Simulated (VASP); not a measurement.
These are PBE GGA, VASP's PBE PAW potentials (set 64) (plane waves; VASP) values and carry that method's errors.

A VASP calculation is set up with these files.

POSCAR:
```
Nb
1.0
 -1.6500000000   1.6500000000   1.6500000000
  1.6500000000  -1.6500000000   1.6500000000
  1.6500000000   1.6500000000  -1.6500000000
Nb
1
direct
  0.0000000000   0.0000000000   0.0000000000
```

**INCAR**
```
! general
SYSTEM =Nb
PREC   =Accurate
ENCUT  =600   ! plane-wave cut-off (eV)
LREAL  =.FALSE.
LASPH  =.TRUE.

! electronic loop
EDIFF  =1E-6
NELM   =100
ALGO   =Normal   ! blocked Davidson
LMAXMIX=4

! smearing
ISMEAR =1   ! Methfessel-Paxton
SIGMA  =0.1

! functional
GGA    =PE   ! PBE

! ions
ISIF   =2   ! forces and stress, cell fixed

! output
LWAVE  =.FALSE.
LCHARG =.FALSE.
```

**KPOINTS**
```
Automatic mesh
0
Gamma
14 14 14
0 0 0
```

POTCAR, in this order: Nb_sv (PBE.64 set). Program: vasp_std.

Output

### OSZICAR
```
       N       E                     dE             d eps       ncg     rms          rms(c)
DAV:   1     0.129519520416E+03    0.12952E+03   -0.81771E+03  2096   0.145E+03
DAV:   2    -0.436202177900E+01   -0.13388E+03   -0.13055E+03  2200   0.473E+02
DAV:   3    -0.102130324461E+02   -0.58510E+01   -0.54753E+01  2946   0.842E+01
DAV:   4    -0.106147408111E+02   -0.40171E+00   -0.39806E+00  2992   0.208E+01
DAV:   5    -0.106335458627E+02   -0.18805E-01   -0.18788E-01  3044   0.345E+00    0.712E+00
DAV:   6    -0.102482820543E+02    0.38526E+00   -0.77144E-01  3232   0.119E+01    0.250E+00
DAV:   7    -0.102053424720E+02    0.42940E-01   -0.22958E-01  3262   0.645E+00    0.946E-01
DAV:   8    -0.102106359173E+02   -0.52934E-02   -0.12429E-02  2402   0.173E+00    0.452E-02
DAV:   9    -0.102107168358E+02   -0.80919E-04   -0.11745E-03  3718   0.377E-01    0.500E-02
DAV:  10    -0.102107384115E+02   -0.21576E-04   -0.29794E-05  2596   0.862E-02    0.185E-02
DAV:  11    -0.102107306425E+02    0.77690E-05   -0.78224E-06  2294   0.591E-02    0.346E-03
DAV:  12    -0.102107304446E+02    0.19790E-06   -0.23135E-07  1242   0.724E-03
   1 F= -.10210730E+02 E0= -.10210701E+02  d E =-.896865E-04
```

OUTCAR:
```
------------------------ aborting loop because EDIFF is reached ----------------------------------------
  FORCE on cell =-STRESS in cart. coord.  units (eV):
  Direction    XX          YY          ZZ          XY          YZ          ZX
  --------------------------------------------------------------------------------------
  Total        0.1641217      0.1641217      0.1641217      0.0000000      0.0000000     -0.0000000
  in kB       14.6340589     14.6340589     14.6340589      0.0000000      0.0000000     -0.0000000
  external PRESSURE =      14.6340589 kB  Pullay stress =       0.0000000 kB
  volume of cell :       17.97
      direct lattice vectors                 reciprocal lattice vectors
    -1.650000000  1.650000000  1.650000000     0.000000000  0.303030303  0.303030303
     1.650000000 -1.650000000  1.650000000     0.303030303  0.000000000  0.303030303
     1.650000000  1.650000000 -1.650000000     0.303030303  0.303030303  0.000000000
 POSITION                                       TOTAL-FORCE (eV/Angst)
 -----------------------------------------------------------------------------------
      0.00000      0.00000      0.00000        -0.000000      0.000000      0.000000
 -----------------------------------------------------------------------------------
    total drift:                                0.000000      0.000000     -0.000000
  FREE ENERGIE OF THE ION-ELECTRON SYSTEM (eV)
  ---------------------------------------------------
  free  energy   TOTEN  =       -10.2107304446 eV

  energy  without entropy=      -10.2106407581  energy(sigma->0) =      -10.21070055
```
(Selected blocks of OUTCAR.)

The compound is Nb in the bcc structure. The cell was not relaxed at this level. The run is one of a series of settings (ENCUT = 600 against the base run), some of them coarse on purpose.
